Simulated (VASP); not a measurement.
Given:

```
CELL_PARAMETERS angstrom
      5.41576     0.00000     0.00000
      0.00000    10.06048     0.00000
      0.00000     0.00000    18.77330
ATOMIC_POSITIONS crystal
  Hf 0.75000 0.00000 0.37287
  Hf 0.75000 0.50000 0.37287
  Hf 0.08333 0.75000 0.37287
  Hf 0.41667 0.25000 0.37287
  Hf 0.25000 0.00000 0.45762
  Hf 0.25000 0.50000 0.45762
  Hf 0.58333 0.75000 0.45762
  Hf 0.91667 0.25000 0.45762
  Hf 0.75000 0.00000 0.54238
  Hf 0.75000 0.50000 0.54238
  Hf 0.08333 0.75000 0.54238
  Hf 0.41667 0.25000 0.54238
  Hf 0.25000 0.00000 0.62713
  Hf 0.25000 0.50000 0.62713
  Hf 0.58333 0.75000 0.62713
  Hf 0.91667 0.25000 0.62713
```

Method: PBE GGA, VASP's PBE PAW potentials (set 64) (plane waves; VASP 6.6.1). Settings: LREAL = Auto, 300 eV cut-off, 5×3×1 Γ-centred mesh, Gaussian smearing of 0.27 eV, potentials Hf_pv.

The cell holds a wide vacuum, so values per volume refer to the whole cell. Unless said otherwise, spin-orbit coupling is left out, though it shifts the bands of the heavy elements here.

**Question.** Predict the energy per atom (σ→0), largest force, band gap (on the k-mesh) with the smallest direct gap where there is one.

**Answer.** 
| Property | Value |
|---|---|
| band gap (on the k-mesh) | none (metal, semimetal or under 0.01 eV) |
| energy per atom (σ→0) | -9.068 eV/atom |
| largest force | 1.106 eV/Å |

The cell is a sheet with vacuum, built from a generated structure.
